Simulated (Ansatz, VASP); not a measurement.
# HfC in two plane-wave programs, part 2 of 2

Aim: how closely do two programs agree when they are given the same cell, functional and k mesh? The cell is taken from a series of runs on this material, whose earlier steps may have relaxed, scaled, displaced or heated it; both programs get it as it stands.

VASP 6.6.1 and Ansatz 0.2.0.

So far: The starting structure; VASP: elastic constants, BLYP.

## (3) Ansatz: elastic constants, BLYP

Level of this step: Ansatz beside VASP: Kohn-Sham DFT, plane waves, BLYP (Ansatz).

Ansatz runs on its default PAW (the set named soft_2) files.

The same cell, functional (in two slightly different forms), mesh and smearing now go to Ansatz, which takes its cutoff from its data sets.

File input.yaml:

```yaml
crystal:
  lattice:
    - [0.0, 2.3499459055, 2.3499459055]
    - [2.3499459055, 0.0, 2.3499459055]
    - [2.3499459055, 2.3499459055, 0.0]
  atoms:
    - { symbol: Hf, position: [0.5, 0.5, 0.5] }
    - { symbol: C, position: [0.0, 0.0, 0.0] }
kpoints:
  mp_grid: { grid: [24, 24, 24] }
hamiltonian:
  xc: blyp
scf:
  occupations: { method: methfessel_paxton, width: 0.25 }
output:
  forces: true
  stress: true
  eigenvalues: true
elastic:
  mode: relaxed_ion
  stencil: two_point
  amplitude: 0.01
```

Command:

```sh
$ ansatz run input.yaml --threads 4 --pin off --max-ram 16384MiB --backend cpu --events-out ev --progress --plain --runs-dir out
```

Numbers of over 12 decimals in the logs are rounded to 6 here.

The program printed:

```text
Engine: ansatz 0.2.0, aarch64-unknown-linux-gnu
Pseudopotentials: kind: paw
Pseudopotential: Hf, paw, valence charge 26, recommended cutoff 420 eV (normal), Hf.paw.azcp
Pseudopotential: C, paw, valence charge 4, recommended cutoff 420 eV (normal), C.paw.azcp
Functional definition: BLYP
  parameter beta = 0.0042
  parameter a = 0.04918
  parameter b = 0.132
  parameter c = 0.2533
  parameter d = 0.349
  exchange = b88_x(beta = beta)
  correlation = lyp_c(a = a, b = b, c = c, d = d)
Crystal: 2 atoms, lattice volume = 25.954 Å³
Basis set: ecut = 420 eV, 531 PW (Γ), exchange–correlation on 48×48×48 points (8 copies of the dense FFT grid, shifted against one another)
Bands: 19, of which v1, the nominal top of the filled ones, is band 15 counted from 1 (14 counted from 0)
Symmetry: 48 space group operations
Space group: Fm-3m (ITA 225), of the structure as read, at distance tolerance 3.0e-5 Å
k-points: 413 of 13824
Non-local potential: Hf, projectors of the file, l = 0: 3, l = 1: 2, l = 2: 2, l = 3: 3
Non-local potential: C, projectors of the file, l = 0: 2, l = 1: 2, l = 2: 1
PAW form: soft (Blöchl's): semilocal exchange-correlation on the pseudo side does not see the compensation charge
PAW frozen core: Hf, regenerated for the run's functional, and the local potential with it (the file was generated under x = pbe(κ = 0.804, μ = 0.219515), c = pbe(β = 0.066725))
PAW frozen core: C, regenerated for the run's functional, and the local potential with it (the file was generated under x = pbe(κ = 0.804, μ = 0.219515), c = pbe(β = 0.066725))
PAW one-centre angular grid: Hf, 590 points (default); XC on 64 Gauss nodes
PAW one-centre angular grid: C, 110 points (default); XC on 64 Gauss nodes
Initial density: superposition of atomic densities (neutral atoms: chi_scale 0, normalization atom), corrected by the library's trained network
Initial wavefunctions: pseudopotential atomic-orbital guess
Functional: x = b88, c = lyp
SCF iter   1: F=—  HF=-15998.655152 eV  |F-HF|=—  |Δ(HF+E_count)|=         —  Δρ=2.38e-2  dr2=1.83e-1  ethr=1.77e-3  ⟨swp⟩=4.4  Hψ=30731  notcnv=0
preconditioner: auto → Kerker (q_TF=auto, 2.795 Å⁻¹)  [metal: Δε(μ)=0.017 eV  Ē_g=18.042 eV  σ=0.250 eV  W_gap=0.06  n_scr=14 (ndim 8)  ℏωp=38.6 eV  f_vac=0.000  D(μ)=0.23/eV (n_scr^D=0)]
SCF iter   2: F=—  HF=-15998.615074 eV  |F-HF|=—  |Δ(HF+E_count)|=   4.01e-2  S|Δr|=    0.00e0  Δρ=6.04e-3  dr2=1.14e-2  ethr=6.10e-4  ⟨swp⟩=1.1  Hψ=11256  notcnv=0
SCF iter   3: F=—  HF=-15998.612808 eV  |F-HF|=—  |Δ(HF+E_count)|=   2.27e-3  S|Δr|=    0.00e0  Δρ=2.31e-3  dr2=1.38e-3  ethr=3.80e-5  ⟨swp⟩=2.0  Hψ=12268  notcnv=0
SCF iter   4: F=—  HF=-15998.612689 eV  |F-HF|=—  |Δ(HF+E_count)|=   1.19e-4  S|Δr|=    0.00e0  Δρ=1.54e-3  dr2=7.08e-4  ethr=4.60e-6  ⟨swp⟩=2.2  Hψ=12258  notcnv=0
SCF iter   5: F=—  HF=-15998.612655 eV  |F-HF|=—  |Δ(HF+E_count)|=   3.42e-5  S|Δr|=    0.00e0  Δρ=3.29e-4  dr2=3.07e-5  ethr=2.36e-6  ⟨swp⟩=2.4  Hψ=10934  notcnv=0
SCF iter   6: F=—  HF=-15998.612677 eV  |F-HF|=—  |Δ(HF+E_count)|=   2.16e-5  S|Δr|=    0.00e0  Δρ=9.69e-5  dr2=1.81e-6  ethr=1.02e-7  ⟨swp⟩=2.0  Hψ=14010  notcnv=0
SCF iter   7: F=—  HF=-15998.612678 eV  |F-HF|=—  |Δ(HF+E_count)|=   1.28e-6  S|Δr|=    0.00e0  Δρ=2.28e-5  dr2=7.42e-8  ethr=6.03e-9  ⟨swp⟩=2.0  Hψ=12490  notcnv=0
SCF iter   8: F=—  HF=-15998.612678 eV  |F-HF|=—  |Δ(HF+E_count)|=   1.08e-7  S|Δr|=    0.00e0  Δρ=7.17e-6  dr2=6.98e-9  ethr=2.47e-10  ⟨swp⟩=2.0  Hψ=13961  notcnv=0
SCF iter   9: F=—  HF=-15998.612678 eV  |F-HF|=—  |Δ(HF+E_count)|=   1.31e-8  S|Δr|=    0.00e0  Δρ=1.16e-6  dr2=1.65e-10  ethr=2.33e-11  ⟨swp⟩=2.0  Hψ=14110  notcnv=0
SCF iter  10: F=—  HF=-15998.612678 eV  |F-HF|=—  |Δ(HF+E_count)|=  5.42e-10  S|Δr|=    0.00e0  Δρ=1.51e-7  dr2=2.92e-12  ethr=5.48e-13 (applied; sched 1.00e-12)  ⟨swp⟩=2.1  Hψ=13729  notcnv=0
[...]
SCF 1 converged in 12 iterations: F = -15998.612678 eV  dr2 = 6.10e-15
  greatest PAW one-centre occupation: 0.998 electrons in one spin orbital (limit 2), on the Hf atom at site 0 (counted from 0), in its partial waves of l = 3
Crystal: 2 atoms, lattice volume = 25.694 Å³
Symmetry: 16 space group operations
k-points: 1063 of 13824
Initial density: handed on by an earlier stage of this run
Initial wavefunctions: those handed on with the density
[...]
SCF 3 converged in 9 iterations: F = -15998.609176 eV  dr2 = 9.05e-15
Crystal: 2 atoms, lattice volume = 25.953 Å³
Symmetry: 8 space group operations
k-points: 1963 of 13824
[...]
preconditioner: auto → Kerker (q_TF=auto, 2.795 Å⁻¹)  [metal: Δε(μ)=0.003 eV  Ē_g=18.081 eV  σ=0.250 eV  W_gap=0.01  n_scr=14 (ndim 8)  ℏωp=38.6 eV  f_vac=0.000  D(μ)=0.27/eV (n_scr^D=0)]
[...]
SCF iter   9: F=-15998.611318 eV  HF=-15998.611318 eV  |F-HF|=0.00e0  |Δ(HF+E_count)|=  5.46e-12  S|Δr|=    0.00e0  Δρ=1.26e-8  dr2=1.87e-14  ethr=1.00e-12  ⟨swp⟩=3.8  Hψ=171175  notcnv=0
SCF 4 converged in 9 iterations: F = -15998.611318 eV  dr2 = 1.87e-14
iter 1 solved again at ethr=2.08e-9 eV; its pass at ethr=3.10e-3 eV (dr2=6.23e-7 eV) is discarded
SCF iter   1: F=—  HF=-15998.611315 eV  |F-HF|=—  |Δ(HF+E_count)|=         —  Δρ=4.18e-5  dr2=5.42e-7  ethr=2.08e-9  ⟨swp⟩=2.9  Hψ=210468  notcnv=0
preconditioner: auto → Kerker (q_TF=auto, 2.795 Å⁻¹)  [metal: Δε(μ)=0.002 eV  Ē_g=18.081 eV  σ=0.250 eV  W_gap=0.01  n_scr=14 (ndim 8)  ℏωp=38.6 eV  f_vac=0.000  D(μ)=0.27/eV (n_scr^D=0)]
SCF iter   2: F=—  HF=-15998.611318 eV  |F-HF|=—  |Δ(HF+E_count)|=   3.12e-6  S|Δr|=    0.00e0  Δρ=1.75e-5  dr2=5.92e-8  ethr=1.81e-9  ⟨swp⟩=2.0  Hψ=44860  notcnv=0
SCF iter   3: F=—  HF=-15998.611318 eV  |F-HF|=—  |Δ(HF+E_count)|=  8.39e-10  S|Δr|=    0.00e0  Δρ=7.03e-6  dr2=6.89e-9  ethr=1.97e-10  ⟨swp⟩=2.0  Hψ=44727  notcnv=0
SCF iter   4: F=—  HF=-15998.611318 eV  |F-HF|=—  |Δ(HF+E_count)|=   2.77e-9  S|Δr|=    0.00e0  Δρ=2.43e-6  dr2=8.52e-10  ethr=2.30e-11  ⟨swp⟩=2.0  Hψ=66002  notcnv=0
SCF iter   5: F=—  HF=-15998.611318 eV  |F-HF|=—  |Δ(HF+E_count)|=   1.16e-9  S|Δr|=    0.00e0  Δρ=6.16e-7  dr2=4.68e-11  ethr=2.84e-12  ⟨swp⟩=2.1  Hψ=67023  notcnv=0
SCF iter   6: F=—  HF=-15998.611318 eV  |F-HF|=—  |Δ(HF+E_count)|=  6.91e-11  S|Δr|=    0.00e0  Δρ=1.27e-7  dr2=4.01e-12  ethr=1.56e-13 (applied; sched 1.00e-12)  ⟨swp⟩=2.0  Hψ=58777  notcnv=0
SCF iter   7: F=—  HF=-15998.611318 eV  |F-HF|=—  |Δ(HF+E_count)|=    0.00e0  S|Δr|=    0.00e0  Δρ=3.53e-8  dr2=2.57e-13  ethr=1.34e-14 (applied; sched 1.00e-12)  ⟨swp⟩=2.5  Hψ=65021  notcnv=0
SCF iter   8: F=-15998.611318 eV  HF=-15998.611318 eV  |F-HF|=7.28e-12  |Δ(HF+E_count)|=  3.64e-12  S|Δr|=    0.00e0  Δρ=5.62e-9  dr2=3.96e-15  ethr=1.00e-12  ⟨swp⟩=4.4  Hψ=138553  notcnv=0
SCF 5 converged in 8 iterations: F = -15998.611318 eV  dr2 = 3.96e-15
SCF converged after 12 iterations
Stability not checked: this state was not tested for a lower state beside it, because cold or Methfessel-Paxton smearing, or corrected tetrahedra, fill the levels in a way that the test cannot read (fill_not_monotonic; see scf.lower_state_search)
Free energy (F): -15998.612678 eV
Harris-Foulkes:  -15998.612678 eV  (|F-HF|=3.64e-12)
Internal energy: -15998.612975 eV  (E = F + TS)
E sigma→0 (E₀):  -15998.612752 eV
Entropy (-TS):   0.000297 eV (0.148 meV/atom)
Fermi energy:    19.929217 eV
--- Per-component energies (eV) ---
  E_band       = 100.259255
  E_kinetic    = 510.947581
  E_local      = -5074.818236  (includes V_loc(G=0)·N_el)
  E_nonlocal   = -1217.828379
  E_hartree    = 2391.043510
  E_xc         = -344.961349
  E_vxc        = -320.306274  (∫ρ·V_xc dr)
  E_paw        = -7055.513099  (= ΣΔE_a)
  E_vpaw       = 1420.177540  (= ΣTr[D̂ρ^β])
  E_aug_tail   = 0.000006  (compensation charges beyond the density's cutoff)
  E_ewald      = -5207.566296
  E_core_change = 0.083287  (= ΣΔE_core)
  E_smearing   = 0.000297  (= −TS)
  E_closure    = 0.000000  (closes the sum)
  Σ components = -15998.612678   (vs F -15998.612678, Δ=0.00e0)
--- Forces (eV/Å), atoms counted from 1 ---
  atom   1  Hf     0.00000000    -0.00000000    -0.00000000
  atom   2  C     -0.00000000     0.00000000     0.00000000
  max |Σ_I F_I| component: 6.43e-29 eV/Å
--- Stress (GPa, compression-positive) ---
        0.000396      -0.000000       0.000000
        0.000000       0.000396       0.000000
        0.000000       0.000000       0.000396
  P = ⅓ Tr σ = 0.0004 GPa (0.004 kbar)
--- Band table (eV; the first three rows and the last of 413) ---
  k-point 0: bands = [... 11 lower, 8.6496, 20.8998, 20.8998, 20.8998, 21.2577, 21.2577, 21.2577, 23.1173]
  k-point 1: bands = [... 11 lower, 8.6497, 20.4861, 20.6311, 20.6311, 21.3804, 21.3804, 21.5658, 23.3479]
  k-point 2: bands = [... 11 lower, 8.6498, 19.8562, 20.1448, 20.1448, 21.5603, 21.5603, 21.9012, 23.9065]
  k-point 412: bands = [... 11 lower, 10.3851, 17.0224, 17.3386, 17.3386, 23.4468, 23.4468, 26.1867, 26.6108]
--- Elastic constants: 2 strain directions × 2 members + reference (group order 48) ---
  dense FFT box of the reference and of every strained cell: 24×24×24
  strains applied: 11, 23; error gains: componentwise 1.00 (the most a stress slope's error grows in a printed constant), spectral 1.73 (1 for all six strains in a standard setting)
  C = ∂σ_k/∂η_j (tension-positive GPa; Voigt order 11 22 33 23 13 12):
       450.281    104.506    104.506     -0.000     -0.000      0.000
       104.506    450.281    104.506      0.000     -0.000     -0.000
       104.506    104.506    450.281      0.000     -0.000      0.000
        -0.000      0.000      0.000    168.734     -0.000     -0.000
         0.000      0.000     -0.000      0.000    168.734     -0.000
        -0.000      0.000     -0.000     -0.000     -0.000    168.734
  reference stress σ⁰ (GPa):     -0.000     -0.000     -0.000     -0.000     -0.000      0.000
  C* (energy form; C + prestress term) asymmetry max|C*_kj − C*_jk| = 1.421e-14 GPa — a small one proves nothing (zero by symmetry where the batch's group is 432, −43m or m−3m); a large one is finite-difference/SCF noise where every solve meets its electron count
  moduli (Voigt/Reuss/Hill, GPa): K = 219.76/219.76/219.76   G = 170.39/170.37/170.38   E = 406.18   ν = 0.192
  mechanically stable: yes (min eigenvalue of sym C = 168.73 GPa)
  strain η (Voigt 11):  stress-route row diagonal C_11 = 450.28 GPa, energy-path curvature d²(F+E_count+ΔE)/dδ²/Ω₀ = 449.95 GPa
         δ    σ_11 (GPa)             F (eV)   n_scf  n_hpsi   n_pw
    -1.000e-2      -4.7572      -15998.6089034      11  514930    532   relax 0 steps, max|allowed force component| 6.11e-30 eV/Å
     1.000e-2       4.2484      -15998.6091756       9  437204    532   relax 0 steps, max|allowed force component| 2.23e-29 eV/Å
  strain η (Voigt 23):  stress-route row diagonal C_44 = 168.73 GPa, energy-path curvature d²(F+E_count+ΔE)/dδ²/Ω₀ = 168.75 GPa
         δ    σ_23 (GPa)             F (eV)   n_scf  n_hpsi   n_pw
    -1.000e-2      -1.6873      -15998.6113183       9  820122    532   relax 0 steps, max|allowed force component| 3.55e-28 eV/Å
     1.000e-2       1.6873      -15998.6113183       8  733803    532   relax 0 steps, max|allowed force component| 2.11e-28 eV/Å
```

The column dr2 measures how far the density is from self-consistency, as an energy; F and HF (Harris–Foulkes) agree once it is small.

## (4) Side by side

Known differences besides the potentials themselves: the data sets hold 30 valence electrons in Ansatz (on its default PAW (the set named soft_2) files) and 14 in VASP; the cutoff is 420 eV in Ansatz and 600 eV in VASP; Ansatz makes its cores anew for this functional, VASP keeps those of its PBE data sets; VASP's log shows a relativistic correction to its local exchange, Ansatz's none; VASP takes each elastic constant from one size of strain, Ansatz from those that its log lists. Total energies have different zeros and are not compared.

The two programs side by side:

```tsv
quantity	Ansatz	VASP	difference
C11 (GPa)	450.3	457.6	-1.61 %
C22 (GPa)	450.3	457.6	-1.61 %
C33 (GPa)	450.3	457.6	-1.61 %
C12 (GPa)	104.5	106.1	-1.52 %
C13 (GPa)	104.5	106.1	-1.52 %
C23 (GPa)	104.5	106.1	-1.52 %
C44 (GPa)	168.7	168.7	+0.00 %
C55 (GPa)	168.7	168.7	+0.00 %
C66 (GPa)	168.7	168.7	+0.00 %
```

## (5) What came out

* difference in C11 (elastic constants, BLYP): -1.6 %

In words: The difference in C11 is -1.6 % (elastic constants, BLYP), within the 5 % picked in this series as the mark of a large difference. The data sets hold unlike numbers of valence electrons (30 in Ansatz and 14 in VASP), so part of the differences comes from the potentials. Such differences can come from data sets, numerical settings and the points named under the comparisons, not from the functional's error against experiment.

[Lines on the potential files, build, host, timing and source positions are cut from VASP's logs without a mark.]

[Logs are printed without paths, hosts, clocks, repeated set-up lines and the standing remarks that a program may print on its own settings, such as how far it seeks lower states.]

[Hosts, paths, dates, database ids (printed as entryN), source tags and the programs' standing remarks are cut or masked in the printed files.]
